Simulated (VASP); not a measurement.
Level of theory: PBE GGA with D3 dispersion (zero damping), VASP's PBE PAW potentials (set 64) (plane waves; VASP).

A VASP calculation is set up with these files.

**POSCAR**
```
CuI
1
    0.0000000000     3.0250000000     3.0250000000
    3.0250000000     0.0000000000     3.0250000000
    3.0250000000     3.0250000000     0.0000000000
Cu I
1 1
Direct
  0.0000000000   0.0000000000   0.0000000000
  0.2500000000   0.2500000000   0.2500000000
```

### INCAR
```
! general
SYSTEM =CuI
PREC   =Accurate
ENCUT  =520   ! plane-wave cut-off (eV)
LREAL  =F
LASPH  =T   ! aspherical one-centre terms

! electronic loop
EDIFF  =1E-6
NELM   =100   ! most electronic steps
ALGO   =Normal   ! blocked Davidson
LMAXMIX=4

! smearing
ISMEAR =0
SIGMA  =0.05

! functional
GGA    =PE   ! PBE
IVDW   =11   ! D3, zero damping

! ions
IBRION =2
NSW    =60
ISIF   =3   ! ions, shape and volume
EDIFFG =-0.01

! output
LWAVE  =F
LCHARG =F
```

KPOINTS:
```
Automatic
0
gamma
7 7 7
```

POTCAR, in this order: Cu I (PBE.64 set). Program: vasp_std.

The resulting files:

OSZICAR:
```
       N       E                     dE             d eps       ncg     rms          rms(c)
DAV:   1     0.110843806526E+03    0.11084E+03   -0.80019E+03   520   0.145E+03
DAV:   2     0.214913337126E+01   -0.10869E+03   -0.10184E+03   535   0.270E+02
DAV:   3    -0.550769096315E+01   -0.76568E+01   -0.75463E+01   700   0.831E+01
DAV:   4    -0.577555030536E+01   -0.26786E+00   -0.26766E+00   643   0.142E+01
DAV:   5    -0.578128827993E+01   -0.57380E-02   -0.57378E-02   742   0.202E+00    0.530E+00
DAV:   6    -0.570405282873E+01    0.77235E-01   -0.35482E+00   546   0.542E+01    0.343E+00
DAV:   7    -0.556049959562E+01    0.14355E+00   -0.79691E-01   555   0.322E+01    0.172E+00
DAV:   8    -0.556323878419E+01   -0.27392E-02   -0.50349E-02   775   0.382E+00    0.486E-01
DAV:   9    -0.556011161751E+01    0.31272E-02   -0.15157E-02   649   0.391E+00    0.149E-01
DAV:  10    -0.556028448235E+01   -0.17286E-03   -0.77386E-04   625   0.248E-01    0.648E-02
DAV:  11    -0.556031859607E+01   -0.34114E-04   -0.41250E-04   653   0.628E-01    0.349E-02
DAV:  12    -0.556031546938E+01    0.31267E-05   -0.35927E-05   820   0.124E-01    0.301E-02
DAV:  13    -0.556031370288E+01    0.17665E-05   -0.21112E-06   510   0.414E-02    0.171E-02
DAV:  14    -0.556031323427E+01    0.46861E-06   -0.11061E-05   787   0.898E-02    0.445E-03
DAV:  15    -0.556031335932E+01   -0.12504E-06   -0.10007E-06   295   0.858E-03
   1 F= -.61009719E+01 E0= -.61009719E+01  d E =-.610097E+01
       N       E                     dE             d eps       ncg     rms          rms(c)
DAV:   1    -0.584792063750E+01   -0.28761E+00   -0.46711E+00   520   0.539E+01    0.452E+00
DAV:   2    -0.571546063182E+01    0.13246E+00   -0.38524E+00   520   0.580E+01    0.216E+00
DAV:   3    -0.555230884332E+01    0.16315E+00   -0.75063E-01   530   0.340E+01    0.612E-01
DAV:   4    -0.554870206785E+01    0.36068E-02   -0.70297E-02   772   0.379E+00    0.453E-01
DAV:   5    -0.554601581482E+01    0.26863E-02   -0.97941E-03   692   0.311E+00    0.286E-01
DAV:   6    -0.554590048883E+01    0.11533E-03   -0.77291E-04   698   0.227E-01    0.190E-01
DAV:   7    -0.554568192156E+01    0.21857E-03   -0.52073E-04   801   0.805E-01    0.222E-02
DAV:   8    -0.554568798834E+01   -0.60668E-05   -0.11639E-04   767   0.182E-01    0.296E-02
DAV:   9    -0.554568738371E+01    0.60464E-06   -0.50037E-06   807   0.471E-02
   2 F= -.61072685E+01 E0= -.61072685E+01  d E =-.629659E-02
       N       E                     dE             d eps       ncg     rms          rms(c)
DAV:   1    -0.554612149146E+01   -0.43350E-03   -0.43760E-02   520   0.532E+00    0.409E-01
DAV:   2    -0.554453877318E+01    0.15827E-02   -0.28378E-02   520   0.545E+00    0.172E-01
DAV:   3    -0.554349829551E+01    0.10405E-02   -0.56461E-03   520   0.266E+00    0.689E-02
DAV:   4    -0.554341923481E+01    0.79061E-04   -0.32131E-04   525   0.126E-01    0.268E-02
DAV:   5    -0.554341314895E+01    0.60859E-05   -0.19659E-05   727   0.134E-01    0.213E-02
DAV:   6    -0.554341139329E+01    0.17557E-05   -0.34017E-06   665   0.215E-02    0.988E-03
DAV:   7    -0.554341080762E+01    0.58567E-06   -0.10210E-06   281   0.360E-02
   3 F= -.61070340E+01 E0= -.61070340E+01  d E =-.606211E-02
       N       E                     dE             d eps       ncg     rms          rms(c)
DAV:   1    -0.554646369498E+01   -0.30523E-02   -0.23058E-02   520   0.389E+00    0.292E-01
DAV:   2    -0.554561736981E+01    0.84633E-03   -0.14164E-02   520   0.392E+00    0.120E-01
DAV:   3    -0.554511480317E+01    0.50257E-03   -0.27993E-03   520   0.184E+00    0.503E-02
DAV:   4    -0.554506981950E+01    0.44984E-04   -0.15664E-04   565   0.109E-01    0.179E-02
DAV:   5    -0.554506690338E+01    0.29161E-05   -0.68759E-06   710   0.736E-02    0.148E-02
DAV:   6    -0.554506552184E+01    0.13815E-05   -0.11583E-06   338   0.177E-02    0.561E-03
DAV:   7    -0.554506525611E+01    0.26574E-06   -0.67476E-07   275   0.182E-02
   4 F= -.61072177E+01 E0= -.61072177E+01  d E =-.624576E-02
       N       E                     dE             d eps       ncg     rms          rms(c)
DAV:   1    -0.555459307847E+01   -0.95276E-02   -0.10455E-01   520   0.830E+00    0.616E-01
DAV:   2    -0.555071968321E+01    0.38734E-02   -0.62601E-02   520   0.830E+00    0.249E-01
DAV:   3    -0.554853697290E+01    0.21827E-02   -0.12332E-02   520   0.383E+00    0.108E-01
DAV:   4    -0.554833148065E+01    0.20549E-03   -0.69637E-04   585   0.257E-01    0.364E-02
DAV:   5    -0.554832037924E+01    0.11101E-04   -0.26984E-05   739   0.136E-01    0.305E-02
DAV:   6    -0.554831481037E+01    0.55689E-05   -0.72085E-06   800   0.381E-02    0.105E-02
DAV:   7    -0.554831399349E+01    0.81688E-06   -0.10448E-06   311   0.402E-02
   5 F= -.61073421E+01 E0= -.61073421E+01  d E =-.124414E-03
```

File OUTCAR:
```
------------------------ aborting loop because EDIFF is reached ----------------------------------------
 Edisp (eV)   -0.55903
  FORCE on cell =-STRESS in cart. coord.  units (eV):
  Direction    XX          YY          ZZ          XY          YZ          ZX
  --------------------------------------------------------------------------------------
  Total      -0.00633    -0.00633    -0.00633     0.00000     0.00000     0.00000
  in kB      -0.18835    -0.18835    -0.18835     0.00000     0.00000     0.00000
  external pressure =       -0.19 kB  Pullay stress =        0.00 kB
  volume of cell :       53.83
      direct lattice vectors                 reciprocal lattice vectors
     0.000000000  2.996757596  2.996757596    -0.166846995  0.166846995  0.166846995
     2.996757596 -0.000000000  2.996757596     0.166846995 -0.166846995  0.166846995
     2.996757596  2.996757596  0.000000000     0.166846995  0.166846995 -0.166846995
  FREE ENERGIE OF THE ION-ELECTRON SYSTEM (eV)
  ---------------------------------------------------
  free  energy   TOTEN  =        -6.1073421110 eV

  energy  without entropy=       -6.1073421110  energy(sigma->0) =       -6.10734211

 reached required accuracy - stopping structural energy minimisation
```
(Selected blocks of OUTCAR.)

**CONTCAR**
```
CuI
   1.00000000000000
     0.0000000000000000    2.9967575956638646    2.9967575956638646
     2.9967575956638646   -0.0000000000000000    2.9967575956638646
     2.9967575956638646    2.9967575956638646    0.0000000000000000
  Cu              I
     1     1
Direct
     0.0000000000000000    0.0000000000000000    0.0000000000000000
     0.2500000000000000    0.2500000000000000    0.2500000000000000
```

Energy and stress use the plane-wave basis of the starting cell.

The compound is CuI in the zinc blende structure. This run relaxes it. Symmetry was kept, so distortions that lower it aren't found.
